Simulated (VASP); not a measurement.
# CdTe: accuracy against cost in the SCF solver and PAW data sets, part 2 of 2

Aim: find what the SCF solver and PAW data sets change for CdTe, and what they cost. The atoms are off their equilibrium sites, so that forces can be compared too. The series runs use r2SCAN. The atoms of the start are displaced at random from the sites of a F-43m cell.

VASP 6.6.1, plane waves and PAW; the level of theory is named at each step.

Still holding for the runs below: Spin-orbit coupling is off here; with elements this heavy it splits and shifts levels by tenths of an eV or more.

So far. Step 4 (SCF solver: ALGO = VeryFast): Against the first of the series the energy stays within 0.01 meV an atom; the pressure moves by +0.01 GPa, after 20 cycles in 2.9 min. Step 5 (SCF solver: ALGO = All): Against the first of the series the energy stays within 0.01 meV an atom; the pressure moves by +0.03 GPa, after 14 cycles in 99 s.

## 6. SCF solver: ALGO = Damped

Level of this step: r2SCAN; plane waves and PAW (Cd, Te) (VASP).

Contents of INCAR:

```
SYSTEM = CdTe
PREC = Accurate
ENCUT = 400
EDIFF = 1E-06
NELM = 100
ISMEAR = -1
SIGMA = 0.05
LREAL = .FALSE.
ALGO = Damped
METAGGA = R2SCAN
LASPH = .TRUE.
NBANDS = 15
LORBIT = 11
LWAVE = .FALSE.
LCHARG = .FALSE.
KPAR = 2
ISIF = 2
```

Contents of POSCAR:

```
CdTe
1.0
    0.0000000000      3.2400000000      3.2400000000
    3.2400000000      0.0000000000      3.2400000000
    3.2400000000      3.2400000000      0.0000000000
Cd Te
1 1
Direct
    0.0162910000     -0.0031100000     -0.0091070000
    0.2674050000      0.2504050000      0.2397570000
```

Contents of KPOINTS:

```
Automatic mesh
0
Gamma
6 6 6
0 0 0
```

Potentials, in the order of the species: Cd and Te (PBE family, release 64).

The run is started by

```bash
$ mpirun -np 2 vasp_std
```

The program printed:

```text
[... set-up lines as in an earlier step ...]
 entering main loop
       N       E                     dE             d eps       ncg     rms           ort
DAV:   1     0.119209427198E+03    0.11921E+03   -0.71319E+03  1680   0.917E+02
DAV:   2    -0.242527884251E+02   -0.14346E+03   -0.13184E+03  1680   0.299E+02
DAV:   3    -0.471868775432E+02   -0.22934E+02   -0.22375E+02  1680   0.119E+02
DAV:   4    -0.507874685855E+02   -0.36006E+01   -0.35584E+01  1680   0.505E+01
[...]
DMP:  18    -0.466248551053E+02   -0.10914E-05   -0.10539E-04  1680   0.273E-04  -0.240E-05
DMP:  19    -0.466248606283E+02   -0.55230E-05   -0.17301E-05  1680   0.224E-05   0.547E-05
DMP:  20    -0.466248603784E+02    0.24988E-06   -0.45709E-06  1680   0.233E-05  -0.310E-05
 final diagonalization occupied
   1 F= -.46624860E+02 E0= -.46624860E+02  d E =-.683708E-07
```

It took 1.9 min on 2 MPI ranks of Intel Xeon 6975P-C (Granite Rapids), shared host; peak memory 0.56 GiB; 3.4 min of CPU time.

From OUTCAR (step 6):

```text
  Total        0.5765048      0.5771296      0.5752148     -0.0989529     -0.0512374      0.0021471
  in kB       13.5783967     13.5931132     13.5480140     -2.3306334     -1.2067937      0.0505713
  external PRESSURE =      13.5731746 kB  Pullay stress =       0.0000000 kB

 POSITION                                       TOTAL-FORCE (eV/Angst)
 -----------------------------------------------------------------------------------
      6.44042      3.26328      3.28271         0.036447     -0.002267      0.070484
      1.58812      1.64320      1.67770        -0.036447      0.002267     -0.070484
 -----------------------------------------------------------------------------------
    total drift:                                0.000483      0.000371      0.000058

  FREE ENERGIE OF THE ION-ELECTRON SYSTEM (eV)
  ---------------------------------------------------
  free  energy   TOTEN  =       -46.6248603784 eV

  energy  without entropy=      -46.6248603100  energy(sigma->0) =      -46.62486034

[... 2 parts as in an earlier step ...]

[... 1 further part left out ...]
[key lines of the parts left out:]
E-fermi :   2.7740
```

Against the first of the series the energy stays within 0.01 meV an atom; the pressure moves by -0.01 GPa, after 20 cycles in 1.9 min.

## 7. SCF solver: AMIX = 0.1, BMIX = 0.01

Edit INCAR of step 6 so:

```diff
@@ -8,3 +8,3 @@
 LREAL = .FALSE.
-ALGO = Damped
+ALGO = Normal
 METAGGA = R2SCAN
@@ -17 +17,3 @@
 ISIF = 2
+AMIX = 0.1
+BMIX = 0.01
```

POSCAR is that of step 6.

KPOINTS is that of step 6.

The run is started by

```bash
$ mpirun -np 2 vasp_std
```

The program printed:

```text
[... set-up lines as in an earlier step ...]
 entering main loop
       N       E                     dE             d eps       ncg     rms          rms(c)
[... 5 cycles as in an earlier step ...]
DAV:   6    -0.466873025837E+02    0.45061E+01   -0.15554E+00  3479   0.151E+01    0.654E+00
DAV:   7    -0.466448873296E+02    0.42415E-01   -0.30914E-02  3941   0.143E+00    0.608E+00
DAV:   8    -0.466087304991E+02    0.36157E-01   -0.26224E-01  3528   0.482E+00    0.387E+00
DAV:   9    -0.466297100882E+02   -0.20980E-01   -0.62086E-02  4263   0.166E+00    0.258E+00
[...]
DAV:  14    -0.466248698918E+02   -0.13626E-04   -0.16919E-04  3689   0.121E-01    0.590E-02
DAV:  15    -0.466248619042E+02    0.79877E-05   -0.22597E-05  4137   0.541E-02    0.238E-02
DAV:  16    -0.466248617510E+02    0.15317E-06   -0.41417E-06  4116   0.204E-02
   1 F= -.46624862E+02 E0= -.46624862E+02  d E =-.690381E-07
```

It took 1.7 min on 2 MPI ranks; peak memory 0.43 GiB; 3.2 min of CPU time.

Parts of OUTCAR (step 7):

```text
  Total        0.6083492      0.6089467      0.6070770     -0.0991357     -0.0513264      0.0021457
  in kB       14.3284269     14.3424993     14.2984630     -2.3349403     -1.2088889      0.0505379
  external PRESSURE =      14.3231297 kB  Pullay stress =       0.0000000 kB

 POSITION                                       TOTAL-FORCE (eV/Angst)
 -----------------------------------------------------------------------------------
      6.44042      3.26328      3.28271         0.036400     -0.002262      0.070375
      1.58812      1.64320      1.67770        -0.036400      0.002262     -0.070375
 -----------------------------------------------------------------------------------
    total drift:                                0.000453      0.000442     -0.000068

  FREE ENERGIE OF THE ION-ELECTRON SYSTEM (eV)
  ---------------------------------------------------
  free  energy   TOTEN  =       -46.6248617510 eV

  energy  without entropy=      -46.6248616820  energy(sigma->0) =      -46.62486172

[... 2 parts as in an earlier step ...]

[... 1 further part left out ...]
[key lines of the parts left out:]
E-fermi :   2.7729
```

Against the first of the series the energy stays within 0.01 meV an atom; the pressure moves by +0.06 GPa, after 16 cycles in 1.7 min.

## 8. SCF solver: AMIX = 0.8

Edit INCAR of step 7 so:

```diff
@@ -17,3 +17,2 @@
 ISIF = 2
-AMIX = 0.1
-BMIX = 0.01
+AMIX = 0.8
```

POSCAR is that of step 7.

KPOINTS is that of step 7.

The run is started by

```bash
$ mpirun -np 2 vasp_std
```

The program printed:

```text
[... set-up lines as in an earlier step ...]
 entering main loop
       N       E                     dE             d eps       ncg     rms          rms(c)
[... 5 cycles as in an earlier step ...]
DAV:   6    -0.467975714460E+02    0.43958E+01   -0.54445E+00  3556   0.319E+01    0.920E+00
DAV:   7    -0.466402200331E+02    0.15735E+00   -0.43965E-01  3500   0.100E+01    0.482E+00
DAV:   8    -0.466246342084E+02    0.15586E-01   -0.22499E-01  3927   0.658E+00    0.112E+00
DAV:   9    -0.466254629490E+02   -0.82874E-03   -0.13569E-02  4102   0.109E+00    0.250E-01
DAV:  10    -0.466248276304E+02    0.63532E-03   -0.29393E-03  4060   0.720E-01    0.117E-01
DAV:  11    -0.466248641697E+02   -0.36539E-04   -0.24980E-04  4165   0.142E-01    0.193E-02
DAV:  12    -0.466248621071E+02    0.20626E-05   -0.31214E-05  4151   0.798E-02    0.115E-02
DAV:  13    -0.466248612944E+02    0.81278E-06   -0.25035E-06  3476   0.230E-02
   1 F= -.46624861E+02 E0= -.46624861E+02  d E =-.686824E-07
```

Elapsed: 88 s, on 2 MPI ranks; peak memory 0.42 GiB.

Parts of OUTCAR (step 8):

```text
  Total        0.5866653      0.5872562      0.5853934     -0.0989731     -0.0512333      0.0021761
  in kB       13.8177069     13.8316232     13.7877488     -2.3311101     -1.2066967      0.0512537
  external PRESSURE =      13.8123596 kB  Pullay stress =       0.0000000 kB

 POSITION                                       TOTAL-FORCE (eV/Angst)
 -----------------------------------------------------------------------------------
      6.44042      3.26328      3.28271         0.036442     -0.002257      0.070455
      1.58812      1.64320      1.67770        -0.036442      0.002257     -0.070455
 -----------------------------------------------------------------------------------
    total drift:                                0.000483      0.000438      0.000020

  FREE ENERGIE OF THE ION-ELECTRON SYSTEM (eV)
  ---------------------------------------------------
  free  energy   TOTEN  =       -46.6248612944 eV

  energy  without entropy=      -46.6248612257  energy(sigma->0) =      -46.62486126

[... 2 parts as in an earlier step ...]

[... 1 further part left out ...]
[key lines of the parts left out:]
E-fermi :   2.7733
```

Against the first of the series the energy stays within 0.01 meV an atom; the pressure moves by +0.01 GPa, after 13 cycles in 88 s.

## 9. SCF solver: IMIX = 1, AMIX = 0.2

Edit INCAR of step 8 so:

```diff
@@ -17,2 +17,3 @@
 ISIF = 2
-AMIX = 0.8
+IMIX = 1
+AMIX = 0.2
```

POSCAR is that of step 8.

KPOINTS is that of step 8.

The run is started by

```bash
$ mpirun -np 2 vasp_std
```

The program printed:

```text
[... set-up lines as in an earlier step ...]
 entering main loop
       N       E                     dE             d eps       ncg     rms          rms(c)
[... 5 cycles as in an earlier step ...]
DAV:   6    -0.466615477670E+02    0.45318E+01   -0.18982E+00  3458   0.172E+01    0.651E+00
DAV:   7    -0.466187838630E+02    0.42764E-01   -0.67059E-02  3731   0.197E+00    0.523E+00
DAV:   8    -0.466152333584E+02    0.35505E-02   -0.14150E-02  4025   0.730E-01    0.433E+00
DAV:   9    -0.466157541339E+02   -0.52078E-03   -0.58502E-03  4032   0.500E-01    0.354E+00
[...]
DAV:  31    -0.466248578878E+02   -0.20446E-05   -0.34060E-07  2688   0.533E-03    0.287E-02
DAV:  32    -0.466248592559E+02   -0.13681E-05   -0.23800E-07  2044   0.444E-03    0.228E-02
DAV:  33    -0.466248601607E+02   -0.90485E-06   -0.16652E-07  2184   0.372E-03
   1 F= -.46624860E+02 E0= -.46624860E+02  d E =-.691494E-07
```

The job ended after 3 min (2 MPI ranks; peak memory 0.42 GiB; 5.8 min of CPU time).

Parts of OUTCAR (step 9):

```text
  Total        0.5923481      0.5929414      0.5910774     -0.0989131     -0.0512114      0.0021723
  in kB       13.9515524     13.9655268     13.9216246     -2.3296960     -1.2061800      0.0511649
  external PRESSURE =      13.9462346 kB  Pullay stress =       0.0000000 kB

 POSITION                                       TOTAL-FORCE (eV/Angst)
 -----------------------------------------------------------------------------------
      6.44042      3.26328      3.28271         0.036458     -0.002261      0.070486
      1.58812      1.64320      1.67770        -0.036458      0.002261     -0.070486
 -----------------------------------------------------------------------------------
    total drift:                                0.000537      0.000435      0.000064

  FREE ENERGIE OF THE ION-ELECTRON SYSTEM (eV)
  ---------------------------------------------------
  free  energy   TOTEN  =       -46.6248601607 eV

  energy  without entropy=      -46.6248600916  energy(sigma->0) =      -46.62486013

[... 2 parts as in an earlier step ...]

[... 1 further part left out ...]
[key lines of the parts left out:]
E-fermi :   2.7726
```

Against the first of the series the energy stays within 0.01 meV an atom; the pressure moves by +0.03 GPa, after 33 cycles in 3 min.

## 10. The SCF solver series as a table

This step: convergence of r2SCAN results with the solver; plane waves and PAW (VASP 6.6.1).

Derived from the runs above.

Differences are taken from the run with ALGO = Normal. Results of the series, by row:

```csv
setting,status,energy less the reference (meV/atom),pressure (GPa),largest force difference (meV/Å),gap (eV),SCF cycles,wall time (s)
ALGO = Normal,converged,0,1.368,0,1.26,14,80
ALGO = Fast,converged,-5.00e-5,1.376,0.03,1.26,14,110
ALGO = VeryFast,converged,0,1.374,0.032,1.26,20,174.1
ALGO = All,converged,2.60e-4,1.394,0.035,1.26,14,99
ALGO = Damped,converged,6.50e-4,1.357,0.025,1.259,20,115
"AMIX = 0.1, BMIX = 0.01",converged,-4.00e-5,1.432,0.084,1.259,16,100
AMIX = 0.8,converged,1.90e-4,1.381,0.004,1.26,13,88
"IMIX = 1, AMIX = 0.2",converged,7.55e-4,1.395,0.027,1.259,33,178
```

## 11. PAW data sets: minimal 64: Cd Te

This step: r2SCAN; plane waves and PAW (Cd, Te) (VASP 6.6.1).

Data sets differ in which electrons are valence and how hard the partial waves are.

Edit INCAR of step 9 so:

```diff
@@ -17,3 +17 @@
 ISIF = 2
-IMIX = 1
-AMIX = 0.2
```

POSCAR is that of step 9.

KPOINTS is that of step 9.

The run is started by

```bash
$ mpirun -np 2 vasp_std
```

The program printed:

```text
[... set-up lines as in an earlier step ...]
 entering main loop
       N       E                     dE             d eps       ncg     rms          rms(c)
[... 14 cycles as in an earlier step ...]
   1 F= -.46624862E+02 E0= -.46624862E+02  d E =-.685945E-07
```

Run time: 77 s. Hardware: 2 MPI ranks; peak memory 0.42 GiB.

OUTCAR, selected parts (step 11):

```text
   NELECT =      18.0000    total number of electrons

 E-fermi :   2.7733

[... 20 parts as in an earlier step ...]

[... 2 further parts left out ...]
```

Numbers from this step:

```yaml
scf_cycles: 14
pressure: 1.368 GPa
gap_on_the_k_mesh: 1.260 eV
least_direct_gap_on_the_k_mesh: 1.260 eV
```

The series starts at -23.3124 eV an atom and 1.37 GPa, after 14 cycles in 77 s.

## 12. PAW data sets: recommended 54: Cd Te

INCAR is that of step 11.

POSCAR is that of step 11.

KPOINTS is that of step 11.

PAW data sets: Cd and Te (PBE family, release 54).

The run is started by

```bash
$ mpirun -np 2 vasp_std
```

The program printed:

```text
[... set-up lines as in an earlier step ...]
 entering main loop
       N       E                     dE             d eps       ncg     rms          rms(c)
[... 14 cycles as in an earlier step ...]
   1 F= -.46624862E+02 E0= -.46624862E+02  d E =-.685945E-07
```

Run time: 75 s. Hardware: 2 MPI ranks; peak memory 0.43 GiB; 2.5 min of CPU time.

Parts of OUTCAR (step 12):

```text
[... 6 parts as in an earlier step ...]

[... 1 further part left out ...]
[key lines of the parts left out:]
E-fermi :   2.7733
```

With 18 valence electrons the pressure is 1.37 GPa, +0.00 GPa from the first of the series, after 14 cycles in 75 s.

## 13. PAW data sets: GW 64: Cd sv GW Te GW

This step: r2SCAN; plane waves and PAW (Cd_sv_GW, Te_GW) (VASP 6.6.1).

Edit INCAR of step 12 so:

```diff
@@ -2,3 +2,3 @@
 PREC = Accurate
-ENCUT = 400
+ENCUT = 480
 EDIFF = 1E-06
@@ -11,3 +11,3 @@
 LASPH = .TRUE.
-NBANDS = 15
+NBANDS = 19
 LORBIT = 11
```

POSCAR is that of step 12.

KPOINTS is that of step 12.

Potentials, in the order of the species: Cd_sv_GW and Te_GW (PBE family, release 64).

The run is started by

```bash
$ mpirun -np 2 vasp_std
```

The program printed:

```text
[... set-up lines as in an earlier step ...]
 entering main loop
       N       E                     dE             d eps       ncg     rms          rms(c)
DAV:   1     0.267487262506E+03    0.26749E+03   -0.14421E+04  5218   0.150E+03
DAV:   2    -0.223613429280E+02   -0.28985E+03   -0.26503E+03  4432   0.564E+02
DAV:   3    -0.537135185904E+02   -0.31352E+02   -0.30991E+02  6365   0.197E+02
DAV:   4    -0.549873827580E+02   -0.12739E+01   -0.12726E+01  5916   0.389E+01
[...]
DAV:  13    -0.466576831875E+02    0.13333E-04   -0.79477E-05  6754   0.212E-01    0.446E-02
DAV:  14    -0.466576817420E+02    0.14455E-05   -0.47542E-06  5116   0.177E-02    0.169E-02
DAV:  15    -0.466576814548E+02    0.28720E-06   -0.32234E-07  3019   0.785E-03
   1 F= -.46657681E+02 E0= -.46657681E+02  d E =-.686506E-07
```

The job ended after 2.2 min (2 MPI ranks; peak memory 0.66 GiB; 4.3 min of CPU time).

Parts of OUTCAR (step 13):

```text
  Total        0.1562810      0.1572545      0.1549062     -0.0962522     -0.0498180      0.0023784
  in kB        3.6808816      3.7038100      3.6484995     -2.2670244     -1.1733625      0.0560194
  external PRESSURE =       3.6777304 kB  Pullay stress =       0.0000000 kB

 POSITION                                       TOTAL-FORCE (eV/Angst)
 -----------------------------------------------------------------------------------
      6.44042      3.26328      3.28271         0.035657     -0.002749      0.068855
      1.58812      1.64320      1.67770        -0.035657      0.002749     -0.068855
 -----------------------------------------------------------------------------------
    total drift:                                0.000312     -0.001361     -0.000364

  FREE ENERGIE OF THE ION-ELECTRON SYSTEM (eV)
  ---------------------------------------------------
  free  energy   TOTEN  =       -46.6576814548 eV

  energy  without entropy=      -46.6576813861  energy(sigma->0) =      -46.65768142

[... 3 further parts left out ...]
[key lines of the parts left out:]
E-fermi :   3.8932
```

With 26 valence electrons the pressure is 0.37 GPa, -1.00 GPa from the first of the series, after 15 cycles in 2.2 min.

## 14. The PAW data sets series as a table

This step: convergence of r2SCAN results with the datasets; plane waves and PAW (VASP 6.6.1).

This step runs nothing: it gathers the runs above.

Differences are taken from the run with minimal 64: Cd Te. Results of the series, by row:

```csv
setting,status,pressure (GPa),largest force difference (meV/Å),gap (eV),SCF cycles,wall time (s)
"minimal 64: Cd Te, 400 eV",converged,1.368,0,1.26,14,77
"recommended 54: Cd Te, 400 eV",converged,1.368,0,1.26,14,75
"gw 64: Cd_sv_GW Te_GW, 480 eV",converged,0.3678,1.604,1.26,15,130
```

## 15. What came out

```yaml
fewest_scf_cycles: AMIX = 0.8 (13)
most_scf_cycles_among_converged_runs: IMIX = 1, AMIX = 0.2 (33)
spread_of_the_pressure_over_the_scf_solver: 0.0750 GPa
spread_of_the_energy_over_the_scf_solver: 8.1e-4 meV/atom
spread_of_the_pressure_over_the_paw_data_sets: 1.00 GPa
```

What this shows: All SCF solvers that converged agree within 0.05 meV an atom. No setting beats the 80 s of ALGO = Normal by a fifth or more; the slowest converged run is IMIX = 1, AMIX = 0.2, at 3 min. On a shared host such times are rough. Yet the pressure of AMIX = 0.1, BMIX = 0.01 is +0.06 GPa off: EDIFF tests the energy, which is second order in the error of the density, while the stress is first order. The choice of data set moves the pressure between 0.37 GPa (gw 64: Cd_sv_GW Te_GW) and 1.37 GPa (minimal 64: Cd Te); the cutoffs differ too (400 and 480 eV). Data sets differ in their zero of energy, so energies are not compared.

[Lines on the potential files, build, host, timing and source positions are cut from VASP's logs without a mark.]

[Logs are printed without paths, hosts, clocks, repeated set-up lines and the standing remarks that a program may print on its own settings, such as how far it seeks lower states.]

[Hosts, paths, dates, database ids (printed as entryN), source tags and the programs' standing remarks are cut or masked in the printed files.]

[A measured line is paired with the nearest computed mode of its activity, which favours agreement.]
